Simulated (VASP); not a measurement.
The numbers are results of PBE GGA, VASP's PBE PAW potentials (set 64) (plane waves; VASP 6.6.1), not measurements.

A VASP calculation is set up with these files.

**KPOINTS**
```
Automatic mesh
0
Gamma
1 1 1
0 0 0
```

File POSCAR:
```
CuSi63
1
   10.9370747000     0.0000000000     0.0000000000
    0.0000000000    10.9370747000     0.0000000000
   -0.0000000000    -0.0000000000    10.9370747000
Si Cu
63 1
Direct
  0.5000000000   0.0000000000   0.0000000000
  0.6250000000   0.1250000000   0.1250000000
  0.7500000000   0.2500000000   0.0000000000
  0.8750000000   0.3750000000   0.1250000000
  0.7500000000   0.0000000000   0.2500000000
  0.8750000000   0.1250000000   0.3750000000
  0.0000000000   0.0000000000   0.0000000000
  0.1250000000   0.1250000000   0.1250000000
  0.2500000000   0.2500000000   0.0000000000
  0.3750000000   0.3750000000   0.1250000000
  0.5000000000   0.5000000000   0.0000000000
  0.6250000000   0.6250000000   0.1250000000
  0.7500000000   0.7500000000   0.0000000000
  0.8750000000   0.8750000000   0.1250000000
  0.2500000000   0.0000000000   0.2500000000
  0.3750000000   0.1250000000   0.3750000000
  0.5000000000   0.2500000000   0.2500000000
  0.6254290000   0.3793020000   0.3786580000
  0.7500000000   0.5000000000   0.2500000000
  0.8750000000   0.6250000000   0.3750000000
  0.5000000000   0.0000000000   0.5000000000
  0.6250000000   0.1250000000   0.6250000000
  0.7500000000   0.2500000000   0.5000000000
  0.8750000000   0.3750000000   0.6250000000
  0.7500000000   0.0000000000   0.7500000000
  0.8750000000   0.1250000000   0.8750000000
  0.0000000000   0.5000000000   0.0000000000
  0.1250000000   0.6250000000   0.1250000000
  0.2500000000   0.7500000000   0.0000000000
  0.3750000000   0.8750000000   0.1250000000
  0.0000000000   0.2500000000   0.2500000000
  0.1250000000   0.3750000000   0.3750000000
  0.2500000000   0.5000000000   0.2500000000
  0.3759740000   0.6267570000   0.3753710000
  0.5000000000   0.7500000000   0.2500000000
  0.6250000000   0.8750000000   0.3750000000
  0.0000000000   0.0000000000   0.5000000000
  0.1250000000   0.1250000000   0.6250000000
  0.2500000000   0.2500000000   0.5000000000
  0.3761170000   0.3793120000   0.6265250000
  0.6228090000   0.6212300000   0.6266010000
  0.7500000000   0.7500000000   0.5000000000
  0.8750000000   0.8750000000   0.6250000000
  0.2500000000   0.0000000000   0.7500000000
  0.3750000000   0.1250000000   0.8750000000
  0.5000000000   0.2500000000   0.7500000000
  0.6250000000   0.3750000000   0.8750000000
  0.7500000000   0.5000000000   0.7500000000
  0.8750000000   0.6250000000   0.8750000000
  0.0000000000   0.7500000000   0.2500000000
  0.1250000000   0.8750000000   0.3750000000
  0.0000000000   0.5000000000   0.5000000000
  0.1250000000   0.6250000000   0.6250000000
  0.2500000000   0.7500000000   0.5000000000
  0.3750000000   0.8750000000   0.6250000000
  0.0000000000   0.2500000000   0.7500000000
  0.1250000000   0.3750000000   0.8750000000
  0.2500000000   0.5000000000   0.7500000000
  0.3750000000   0.6250000000   0.8750000000
  0.5000000000   0.7500000000   0.7500000000
  0.6250000000   0.8750000000   0.8750000000
  0.0000000000   0.7500000000   0.7500000000
  0.1250000000   0.8750000000   0.8750000000
  0.4995110000   0.4974630000   0.5035510000
```

**INCAR**
```
EDIFF = 1E-5
ENCUT = 400   ! plane-wave cut-off (eV)
LASPH = .TRUE.
GGA = PE
ISIF = 2   ! forces and stress, cell fixed
NELECT = 262.0
ISYM = 0
NELMIN = 4
EDIFFG = -0.03   ! ionic stop
LREAL = Auto   ! projection in real space or not
PREC = Normal
ALGO = Fast   ! Davidson, then RMM-DIIS
LWAVE = .TRUE.
NSW = 60
NELM = 100
SYSTEM = CuSi63
ISMEAR = 0
LCHARG = .FALSE.
LMAXMIX = 4
IBRION = 2   ! conjugate gradients
SIGMA = 0.05
```

POTCAR, in this order: Si Cu (PBE.64 set). Program: vasp_gam.

The resulting files:

File OSZICAR:
```
...
       N       E                     dE             d eps       ncg     rms          rms(c)
DAV:   1    -0.343243495731E+03    0.33632E-02   -0.18872E+00   336   0.267E+00    0.547E-01
RMM:   2    -0.343247784965E+03   -0.42892E-02   -0.66852E-02   354   0.906E-01    0.341E-01
RMM:   3    -0.343249509388E+03   -0.17244E-02   -0.33567E-02   412   0.626E-01    0.296E-01
RMM:   4    -0.343249009973E+03    0.49942E-03   -0.97767E-03   419   0.288E-01    0.120E-01
RMM:   5    -0.343249089012E+03   -0.79039E-04   -0.16803E-03   370   0.835E-02    0.536E-02
RMM:   6    -0.343249109375E+03   -0.20363E-04   -0.35070E-04   375   0.431E-02    0.129E-02
RMM:   7    -0.343249110763E+03   -0.13883E-05   -0.48922E-05   246   0.195E-02
  14 F= -.34324911E+03 E0= -.34324204E+03  d E =-.137613E-01
       N       E                     dE             d eps       ncg     rms          rms(c)
DAV:   1    -0.343249790922E+03   -0.68155E-03   -0.35274E-01   336   0.116E+00    0.229E-01
RMM:   2    -0.343250541473E+03   -0.75055E-03   -0.11656E-02   362   0.356E-01    0.124E-01
RMM:   3    -0.343250905938E+03   -0.36446E-03   -0.50453E-03   415   0.227E-01    0.115E-01
RMM:   4    -0.343250818557E+03    0.87380E-04   -0.14599E-03   377   0.118E-01    0.491E-02
RMM:   5    -0.343250829119E+03   -0.10562E-04   -0.27730E-04   333   0.429E-02    0.241E-02
RMM:   6    -0.343250831991E+03   -0.28722E-05   -0.57592E-05   258   0.219E-02
  15 F= -.34325083E+03 E0= -.34324055E+03  d E =-.154825E-01
       N       E                     dE             d eps       ncg     rms          rms(c)
DAV:   1    -0.343259490509E+03   -0.86614E-02   -0.18418E-01   336   0.837E-01    0.184E-01
RMM:   2    -0.343259829509E+03   -0.33900E-03   -0.65936E-03   369   0.251E-01    0.919E-02
RMM:   3    -0.343259998192E+03   -0.16868E-03   -0.24524E-03   416   0.152E-01    0.761E-02
RMM:   4    -0.343259961965E+03    0.36227E-04   -0.62182E-04   359   0.827E-02    0.401E-02
RMM:   5    -0.343259960914E+03    0.10510E-05   -0.14097E-04   290   0.374E-02    0.216E-02
RMM:   6    -0.343259961826E+03   -0.91176E-06   -0.39219E-05   226   0.182E-02
  16 F= -.34325996E+03 E0= -.34325250E+03  d E =-.912983E-02
       N       E                     dE             d eps       ncg     rms          rms(c)
DAV:   1    -0.343265666019E+03   -0.57051E-02   -0.16579E+00   336   0.251E+00    0.526E-01
RMM:   2    -0.343269464568E+03   -0.37985E-02   -0.58488E-02   364   0.760E-01    0.270E-01
RMM:   3    -0.343271402404E+03   -0.19378E-02   -0.24412E-02   424   0.476E-01    0.237E-01
RMM:   4    -0.343271024232E+03    0.37817E-03   -0.59806E-03   401   0.245E-01    0.117E-01
RMM:   5    -0.343271034527E+03   -0.10295E-04   -0.12133E-03   387   0.794E-02    0.509E-02
RMM:   6    -0.343271053146E+03   -0.18619E-04   -0.25626E-04   360   0.352E-02    0.966E-03
RMM:   7    -0.343271053689E+03   -0.54370E-06   -0.31873E-05   218   0.181E-02
  17 F= -.34327105E+03 E0= -.34326895E+03  d E =-.202217E-01
       N       E                     dE             d eps       ncg     rms          rms(c)
DAV:   1    -0.343279592337E+03   -0.85392E-02   -0.36514E-01   336   0.118E+00    0.246E-01
RMM:   2    -0.343280628857E+03   -0.10365E-02   -0.13282E-02   362   0.368E-01    0.116E-01
RMM:   3    -0.343281055229E+03   -0.42637E-03   -0.48646E-03   426   0.174E-01    0.619E-02
RMM:   4    -0.343281103052E+03   -0.47823E-04   -0.60633E-04   388   0.638E-02    0.418E-02
RMM:   5    -0.343281086040E+03    0.17012E-04   -0.17635E-04   296   0.491E-02    0.189E-02
RMM:   6    -0.343281088925E+03   -0.28856E-05   -0.64067E-05   242   0.223E-02
  18 F= -.34328109E+03 E0= -.34327983E+03  d E =-.100352E-01
       N       E                     dE             d eps       ncg     rms          rms(c)
DAV:   1    -0.343282262736E+03   -0.11767E-02   -0.40034E-01   336   0.123E+00    0.257E-01
RMM:   2    -0.343283442710E+03   -0.11800E-02   -0.14845E-02   365   0.383E-01    0.121E-01
RMM:   3    -0.343283889493E+03   -0.44678E-03   -0.50995E-03   423   0.178E-01    0.645E-02
RMM:   4    -0.343283941191E+03   -0.51699E-04   -0.65102E-04   389   0.670E-02    0.437E-02
RMM:   5    -0.343283921195E+03    0.19996E-04   -0.18851E-04   299   0.522E-02    0.176E-02
RMM:   6    -0.343283924915E+03   -0.37198E-05   -0.67824E-05   250   0.224E-02
  19 F= -.34328392E+03 E0= -.34328323E+03  d E =-.128712E-01
       N       E                     dE             d eps       ncg     rms          rms(c)
DAV:   1    -0.343289625914E+03   -0.57047E-02   -0.25284E-01   360   0.996E-01    0.188E-01
RMM:   2    -0.343290256798E+03   -0.63088E-03   -0.78277E-03   363   0.292E-01    0.893E-02
RMM:   3    -0.343290494149E+03   -0.23735E-03   -0.28674E-03   439   0.142E-01    0.547E-02
RMM:   4    -0.343290511312E+03   -0.17162E-04   -0.46380E-04   370   0.642E-02    0.445E-02
RMM:   5    -0.343290500865E+03    0.10447E-04   -0.12415E-04   290   0.403E-02    0.171E-02
RMM:   6    -0.343290504687E+03   -0.38217E-05   -0.54067E-05   244   0.170E-02
  20 F= -.34329050E+03 E0= -.34329003E+03  d E =-.657977E-02
       N       E                     dE             d eps       ncg     rms          rms(c)
DAV:   1    -0.343291730106E+03   -0.12292E-02   -0.19432E-01   336   0.874E-01    0.166E-01
RMM:   2    -0.343292219804E+03   -0.48970E-03   -0.60003E-03   354   0.255E-01    0.792E-02
RMM:   3    -0.343292419669E+03   -0.19986E-03   -0.23334E-03   437   0.133E-01    0.526E-02
RMM:   4    -0.343292427338E+03   -0.76692E-05   -0.41480E-04   359   0.615E-02    0.395E-02
RMM:   5    -0.343292422134E+03    0.52036E-05   -0.10649E-04   278   0.339E-02    0.151E-02
RMM:   6    -0.343292424760E+03   -0.26261E-05   -0.34658E-05   216   0.158E-02
  21 F= -.34329242E+03 E0= -.34329209E+03  d E =-.849985E-02
       N       E                     dE             d eps       ncg     rms          rms(c)
DAV:   1    -0.343296574955E+03   -0.41528E-02   -0.26053E-01   336   0.999E-01    0.174E-01
RMM:   2    -0.343297117693E+03   -0.54274E-03   -0.68719E-03   363   0.287E-01    0.879E-02
RMM:   3    -0.343297375505E+03   -0.25781E-03   -0.29170E-03   422   0.165E-01    0.801E-02
RMM:   4    -0.343297330694E+03    0.44811E-04   -0.68638E-04   365   0.825E-02    0.394E-02
RMM:   5    -0.343297336178E+03   -0.54841E-05   -0.19644E-04   297   0.355E-02    0.176E-02
RMM:   6    -0.343297339189E+03   -0.30112E-05   -0.41656E-05   231   0.201E-02
  22 F= -.34329734E+03 E0= -.34329707E+03  d E =-.491443E-02
       N       E                     dE             d eps       ncg     rms          rms(c)
DAV:   1    -0.343298053457E+03   -0.71728E-03   -0.16165E-01   360   0.788E-01    0.138E-01
RMM:   2    -0.343298406469E+03   -0.35301E-03   -0.44185E-03   362   0.235E-01    0.722E-02
RMM:   3    -0.343298577615E+03   -0.17115E-03   -0.19655E-03   415   0.140E-01    0.690E-02
RMM:   4    -0.343298542222E+03    0.35393E-04   -0.49681E-04   344   0.710E-02    0.312E-02
RMM:   5    -0.343298547314E+03   -0.50920E-05   -0.13708E-04   264   0.299E-02    0.141E-02
RMM:   6    -0.343298549352E+03   -0.20381E-05   -0.26162E-05   216   0.162E-02
  23 F= -.34329855E+03 E0= -.34329832E+03  d E =-.612459E-02
       N       E                     dE             d eps       ncg     rms          rms(c)
DAV:   1    -0.343300692733E+03   -0.21454E-02   -0.20513E-01   336   0.895E-01    0.163E-01
RMM:   2    -0.343301147460E+03   -0.45473E-03   -0.60349E-03   360   0.263E-01    0.819E-02
RMM:   3    -0.343301374114E+03   -0.22665E-03   -0.25298E-03   423   0.158E-01    0.766E-02
RMM:   4    -0.343301332871E+03    0.41243E-04   -0.58201E-04   360   0.777E-02    0.374E-02
RMM:   5    -0.343301337960E+03   -0.50895E-05   -0.15582E-04   271   0.322E-02    0.169E-02
RMM:   6    -0.343301340774E+03   -0.28144E-05   -0.37757E-05   222   0.176E-02
  24 F= -.34330134E+03 E0= -.34330114E+03  d E =-.279142E-02
```

OUTCAR:
```
------------------------ aborting loop because EDIFF is reached ----------------------------------------
  FORCE on cell =-STRESS in cart. coord.  units (eV):
  Direction    XX          YY          ZZ          XY          YZ          ZX
  --------------------------------------------------------------------------------------
  Total      -10.7455641    -10.7927407      3.0120904      0.0427859     -0.0537252     -0.2016675
  in kB      -13.1594054    -13.2171795      3.6887146      0.0523971     -0.0657939     -0.2469693
  external PRESSURE =      -7.5626234 kB  Pullay stress =       0.0000000 kB
  volume of cell :     1308.29
      direct lattice vectors                 reciprocal lattice vectors
    10.937074700  0.000000000  0.000000000     0.091432127  0.000000000  0.000000000
     0.000000000 10.937074700  0.000000000     0.000000000  0.091432127  0.000000000
     0.000000000  0.000000000 10.937074700     0.000000000  0.000000000  0.091432127
 POSITION                                       TOTAL-FORCE (eV/Angst)
 -----------------------------------------------------------------------------------
      5.46649     10.93494      0.00035         0.006454     -0.001493      0.005757
      6.85330      1.34118      1.37299         0.005236     -0.006153     -0.007661
      8.23022      2.70367      0.01475        -0.012538      0.004508     -0.004210
      9.59774      4.07991      1.36696         0.001977      0.015326      0.011012
      8.19601     10.92571      2.76939         0.013396     -0.006038     -0.018827
      9.54001      1.39099      4.11821         0.008372      0.006143     -0.016822
     10.93699      0.00277      0.00506         0.004641     -0.008163     -0.002814
      1.35914      1.35629      1.39518         0.000986      0.010901     -0.015151
      2.70557      2.70159     10.92609         0.008573      0.008330     -0.005690
      4.08295      4.07938      1.32728         0.000672      0.014272      0.003297
      5.46832      5.46935      0.00576        -0.000361      0.006487     -0.019828
      6.85541      6.85845      1.32707         0.000684     -0.008466     -0.000166
      8.22964      8.23778     10.92282        -0.010629     -0.015923      0.005115
      9.57855      9.58331      1.39109        -0.006992     -0.011016     -0.009544
      2.74050      0.01366      2.77328        -0.001055      0.000745     -0.024159
      4.12286      1.39909      4.11826        -0.016568     -0.008862     -0.012743
      5.46450      2.73332      2.69267        -0.005501     -0.015561      0.006802
      6.77086      4.18298      3.99949        -0.008153      0.003974      0.020861
      8.21745      5.48150      2.68457        -0.007465      0.003325      0.008887
      9.55286      6.82404      4.10905        -0.012558     -0.020370      0.014404
      5.46782      0.00208      5.47263         0.002637     -0.001326      0.000378
      6.81548      1.39970      6.82395         0.013218     -0.001624      0.010611
      8.12715      2.81665      5.45785        -0.004398     -0.010765     -0.006268
      9.55047      4.11427      6.82907        -0.010661      0.017487     -0.005262
      8.19678      0.01591      8.16933        -0.001089     -0.005806      0.022690
      9.57775      1.35456      9.55085        -0.001239      0.012023      0.010892
      0.00218      5.47120      0.00040        -0.003443     -0.006716      0.001697
      1.34587      6.85755      1.37151        -0.009115     -0.015943      0.003853
      2.70664      8.23622      0.01600         0.016635     -0.018741     -0.007439
      4.08220      9.59575      1.37726         0.000507      0.009444     -0.010907
      0.00445      2.73187      2.76598         0.012277      0.009559     -0.007453
      1.38532      4.11519      4.11243         0.016639      0.017796      0.011674
      2.72706      5.45429      2.69141        -0.007783      0.011321      0.000216
      4.17328      6.75527      4.00777        -0.004872      0.006668      0.009368
      5.47469      8.20412      2.69477        -0.001340      0.008906      0.007379
      6.81450      9.54443      4.11674         0.011594     -0.002736     -0.008562
      0.00041      0.00084      5.47422        -0.002064     -0.002844     -0.015126
      1.39811      1.39252      6.82632        -0.012352      0.004747      0.006634
      2.80909      2.81599      5.48260        -0.000149     -0.013292      0.001361
      4.17032      4.18339      6.93506        -0.000189      0.010419     -0.001128
      6.76607      6.75699      6.92763         0.007303     -0.003812      0.002571
      8.12962      8.12567      5.47821        -0.009337      0.005119      0.008331
      9.53949      9.54711      6.82525         0.010312     -0.002808      0.009938
      2.73857     10.92303      8.17178         0.001737     -0.000078      0.012217
      4.08133      1.34002      9.56507         0.003603      0.005589      0.011016
      5.47187      2.73352      8.24736         0.006783     -0.003833      0.003639
      6.85270      4.08253      9.61450        -0.006316      0.013783     -0.005962
      8.21085      5.45659      8.24943        -0.011093      0.009502     -0.005943
      9.59336      6.85916      9.56895         0.005143     -0.015857     -0.001199
     10.93293      8.20673      2.76206        -0.011936     -0.005492      0.003592
      1.39552      9.54620      4.11834        -0.003518     -0.001758     -0.016273
      0.00028      5.47007      5.47178        -0.009378      0.001195      0.003429
      1.38487      6.82311      6.83254         0.017225     -0.014407     -0.009824
      2.80792      8.12059      5.46014         0.007176      0.012110     -0.011298
      4.11905      9.54144      6.82322        -0.009167     -0.001923      0.012061
     10.92928      2.72933      8.17827        -0.001808      0.020608     -0.012473
      1.34101      4.07863      9.57007         0.000409      0.015596      0.006329
      2.72246      5.47979      8.25405         0.018962      0.002193     -0.010604
      4.08373      6.85722      9.61406        -0.002075     -0.018832     -0.002114
      5.46272      8.20289      8.24266        -0.002141      0.005625      0.001691
      6.85346      9.59706      9.56088        -0.004861     -0.001859      0.016609
      0.00551      8.20834      8.17830         0.001636     -0.013480     -0.001826
      1.35712      9.58412      9.55153        -0.000198     -0.009469      0.016170
      5.46894      5.46187      5.46677         0.007553      0.001744      0.006794
 -----------------------------------------------------------------------------------
    total drift:                               -0.006340      0.004711      0.059231
  FREE ENERGIE OF THE ION-ELECTRON SYSTEM (eV)
  ---------------------------------------------------
  free  energy   TOTEN  =      -343.3013407744 eV

  energy  without entropy=     -343.3009329439  energy(sigma->0) =     -343.30113686

 reached required accuracy - stopping structural energy minimisation
```
(Selected blocks of OUTCAR.)

File CONTCAR:
```
CuSi63
   1.00000000000000
    10.9370747000000001    0.0000000000000000    0.0000000000000000
     0.0000000000000000   10.9370747000000001    0.0000000000000000
     0.0000000000000000    0.0000000000000000   10.9370747000000001
  Si              Cu
    63     1
Direct
     0.4998125519417793    0.9998044293408603    0.0000323702377907
     0.6266120127364391    0.1226267467313861    0.1255354922052055
     0.7525063500269082    0.2472018951686943    0.0013489195642264
     0.8775414301724896    0.3730352171069539    0.1249838826315554
     0.7493790290315143    0.9989609118505112    0.2532115771716453
     0.8722635511597893    0.1271816198023338    0.3765365971119051
     0.9999918707931186    0.0002534346791107    0.0004625951888798
     0.1242687721412823    0.1240087639496563    0.1275638301789228
     0.2473758151684907    0.2470119703647300    0.9989959804244068
     0.3733130308917308    0.3729866198422057    0.1213560233987463
     0.4999799024258459    0.5000747028568444    0.0005263914605660
     0.6268050334977805    0.6270828229533523    0.1213370701710000
     0.7524538998785649    0.7531973546278938    0.9986965427089104
     0.8757872526725345    0.8762225664215845    0.1271907732085821
     0.2505701648618794    0.0012488323636461    0.2535669078466283
     0.3769617421740774    0.1279221408947714    0.3765408446651644
     0.4996304725266242    0.2499136934206469    0.2461960969544528
     0.6190741206047765    0.3824588050672316    0.3656823255642105
     0.7513393210745646    0.5011856531952906    0.2454559558135876
     0.8734381682405088    0.6239362033334882    0.3756993051586918
     0.4999342529031743    0.0001899790646309    0.5003740852063132
     0.6231541386726874    0.1279773884088632    0.6239284389729193
     0.7430825880777074    0.2575325191592709    0.4990232070810909
     0.8732193950674272    0.3761766867005010    0.6243966448364013
     0.7494494171120780    0.0014548500322239    0.7469389937942439
     0.8757143377568054    0.1238504077602734    0.8732549162458418
     0.0001992185497412    0.5002432647602877    0.0000369065329802
     0.1230554176162166    0.6270000255238832    0.1254004221083668
     0.2474735830064750    0.7530551938439520    0.0014625121058124
     0.3732442301583627    0.8773600084943706    0.1259257984682584
     0.0004068890134412    0.2497805452885062    0.2528991130135020
     0.1266626504779224    0.3762610207332691    0.3760084253596889
     0.2493405037465490    0.4986971978418663    0.2460815440761985
     0.3815718511878406    0.6176483498782132    0.3664385060579856
     0.5005623559783896    0.7501205848664828    0.2463885246866052
     0.6230645795813480    0.8726674767433157    0.3764023193201935
     0.0000370351831158    0.0000770087787156    0.5005192904879757
     0.1278317662328620    0.1273210271363606    0.6241450926055125
     0.2568409128935003    0.2574717929956767    0.5012853518616738
     0.3813010914316702    0.3824966157860099    0.6340871441562805
     0.6186360048044832    0.6178059303629815    0.6334078255364062
     0.7433086148712378    0.7429473770550786    0.5008840169917028
     0.8722156565570592    0.8729130020533700    0.6240467983489241
     0.2503930901054371    0.9987162419297432    0.7471634776401347
     0.3731644014531900    0.1225209319009676    0.8745543763128484
     0.5003044055575564    0.2499315902573467    0.7540738905338523
     0.6265568961355569    0.3732743234053437    0.8790742863897300
     0.7507352572351550    0.4989073239890921    0.7542624983805550
     0.8771415303104618    0.6271472214813398    0.8749091839584402
     0.9996212211952678    0.7503590261191980    0.2525410144218680
     0.1275956863514945    0.8728296798688137    0.3765486335095687
     0.0000256785724684    0.5001405256370509    0.5002961080228311
     0.1266213319186594    0.6238518076393270    0.6247140638777696
     0.2567345333761266    0.7424828782616792    0.4992323144830765
     0.3766131966890383    0.8723944198292291    0.6238612277368328
     0.9992871038075737    0.2495482462496683    0.7477568720512161
     0.1226112323314423    0.3729180355347924    0.8750121320579973
     0.2489199208933003    0.5010291756371309    0.7546849481718435
     0.3733838614357812    0.6269705279386909    0.8790342765632920
     0.4994683648089136    0.7500074522415423    0.7536440116778020
     0.6266265617028138    0.8774793972026450    0.8741720050717805
     0.0005039632996456    0.7505060198372503    0.7477597941833626
     0.1240840092837302    0.8762964991200861    0.8733169453929529
     0.5000367706355855    0.4993900386797663    0.4998385800422950
```

The cell is charged, with a uniform compensating background. The supercell is sampled at Γ alone, which is coarse: total energies, pressure and levels can be off, energies of defects by several tenths of an eV.

The cell is a supercell with a defect, built from Si (diamond): Cu_Si, charge +1. The run is not spin-polarised, so no state with unpaired spins was tried.
